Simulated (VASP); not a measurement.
Computed with revPBE GGA, VASP's PBE PAW potentials (set 64) (plane waves; VASP).

The input files of a VASP run:

**INCAR**
```
! general
SYSTEM  = Sr
PREC    = Accurate
ENCUT   = 520
LREAL   = F
LASPH   = T

! electronic loop
EDIFF   = 1E-7
NELM    = 100
ALGO    = Normal
LMAXMIX = 4

! smearing
ISMEAR  = -5

! functional
GGA     = RE

! ions
ISIF    = 2

! output
LWAVE   = F
LCHARG  = T
LORBIT  = 11
NEDOS   = 601
```

KPOINTS:
```
K-points
0
Gamma
 12 12 12
0 0 0
```

### POSCAR
```
Sr
1
    0.0000000000     3.0696061524     3.0696061524
    3.0696061524    -0.0000000000     3.0696061524
    3.0696061524     3.0696061524    -0.0000000000
Sr
1
Direct
  0.0000000000   0.0000000000   0.0000000000
```

POTCAR, in this order: Sr_sv (PBE.64 set). Program: vasp_std.

Output

File OSZICAR:
```
       N       E                     dE             d eps       ncg     rms          rms(c)
DAV:   1     0.388754707628E+02    0.38875E+02   -0.47957E+03  1296   0.949E+02
DAV:   2     0.278952388233E+00   -0.38597E+02   -0.38353E+02  1378   0.166E+02
DAV:   3    -0.141575071021E+01   -0.16947E+01   -0.16917E+01  1999   0.288E+01
DAV:   4    -0.146470440256E+01   -0.48954E-01   -0.48891E-01  1870   0.478E+00
DAV:   5    -0.146635420637E+01   -0.16498E-02   -0.16510E-02  2086   0.449E-01    0.102E+01
DAV:   6    -0.147232259433E+01   -0.59684E-02   -0.95824E-03  1655   0.131E+00    0.568E+00
DAV:   7    -0.147708561325E+01   -0.47630E-02   -0.16355E-02  1424   0.173E+00    0.369E-01
DAV:   8    -0.147721588530E+01   -0.13027E-03   -0.19372E-03  1785   0.353E-01    0.160E-01
DAV:   9    -0.147725440309E+01   -0.38518E-04   -0.11759E-04  1630   0.112E-01    0.449E-02
DAV:  10    -0.147728375465E+01   -0.29352E-04   -0.24958E-05  1673   0.437E-02    0.375E-02
DAV:  11    -0.147728081420E+01    0.29405E-05   -0.16203E-06  1796   0.122E-02    0.302E-03
DAV:  12    -0.147727982542E+01    0.98877E-06   -0.17827E-07  1977   0.241E-03    0.249E-03
DAV:  13    -0.147727976690E+01    0.58526E-07   -0.44221E-09   805   0.683E-04
   1 F= -.14772798E+01 E0= -.14772798E+01  d E =0.000000E+00
```

### OUTCAR
```
------------------------ aborting loop because EDIFF is reached ----------------------------------------
  FORCE on cell =-STRESS in cart. coord.  units (eV):
  Direction    XX          YY          ZZ          XY          YZ          ZX
  --------------------------------------------------------------------------------------
  Total       -0.0619227     -0.0619227     -0.0619227      0.0000000      0.0000000      0.0000000
  in kB       -1.7150728     -1.7150728     -1.7150728      0.0000000      0.0000000      0.0000000
  external PRESSURE =      -1.7150728 kB  Pullay stress =       0.0000000 kB
  volume of cell :       57.85
      direct lattice vectors                 reciprocal lattice vectors
     0.000000000  3.069606152  3.069606152    -0.162887346  0.162887346  0.162887346
     3.069606152  0.000000000  3.069606152     0.162887346 -0.162887346  0.162887346
     3.069606152  3.069606152  0.000000000     0.162887346  0.162887346 -0.162887346
 POSITION                                       TOTAL-FORCE (eV/Angst)
 -----------------------------------------------------------------------------------
      0.00000      0.00000      0.00000        -0.000000     -0.000000     -0.000000
 -----------------------------------------------------------------------------------
    total drift:                                0.000000      0.000000      0.000000
  FREE ENERGIE OF THE ION-ELECTRON SYSTEM (eV)
  ---------------------------------------------------
  free  energy   TOTEN  =        -1.4772797669 eV

  energy  without entropy=       -1.4772797669  energy(sigma->0) =       -1.47727977

 total charge

# of ion       s       p       d       tot
------------------------------------------
    1        2.061   5.733   0.124   7.918
```
(Selected blocks of OUTCAR.)

### OUTCAR
```
 val. band max:        1.4864052861   @ k =  -0.3333   0.3333   0.1667

 cond. band min:       1.4717635638   @ k =  -0.4167   0.1667   0.0833


 Fermi energy:         1.5066962478

 k-point     1 :       0.0000    0.0000    0.0000
  band No.  band energies     occupation
      1     -35.2555      2.00000
      2     -17.1544      2.00000
      3     -17.1544      2.00000
      4     -17.1544      2.00000
      5      -2.0570      2.00000
      6       3.8209      0.00000
      7       3.8209      0.00000
      8       3.8209      0.00000
      9       5.2084      0.00000

 k-point     2 :       0.0833    0.0000    0.0000
  band No.  band energies     occupation
      1     -35.2548      2.00000
      2     -17.1654      2.00000
      3     -17.1559      2.00000
      4     -17.1559      2.00000
      5      -1.9509      2.00000
      6       3.6509      0.00000
      7       3.8709      0.00000
      8       3.8709      0.00000
      9       5.1416      0.00000

 k-point     3 :       0.1667    0.0000    0.0000
  band No.  band energies     occupation
      1     -35.2528      2.00000
      2     -17.1952      2.00000
      3     -17.1600      2.00000
      4     -17.1600      2.00000
      5      -1.6416      2.00000
      6       3.2442      0.00000
      7       3.9676      0.00000
      8       3.9676      0.00000
      9       5.0463      0.00000

 k-point     4 :       0.2500    0.0000    0.0000
  band No.  band energies     occupation
      1     -35.2501      2.00000
      2     -17.2354      2.00000
      3     -17.1656      2.00000
      4     -17.1656      2.00000
      5      -1.1579      2.00000
      6       2.7543      0.00000
      7       3.9617      0.00000
      8       3.9617      0.00000
      9       5.1601      0.00000

 k-point     5 :       0.3333    0.0000    0.0000
  band No.  band energies     occupation
      1     -35.2474      2.00000
      2     -17.2752      2.00000
      3     -17.1711      2.00000
...
```

For a metal the tetrahedron method with Blöchl corrections gives inexact stress and forces.

The compound is Sr in the fcc structure. It was relaxed first.
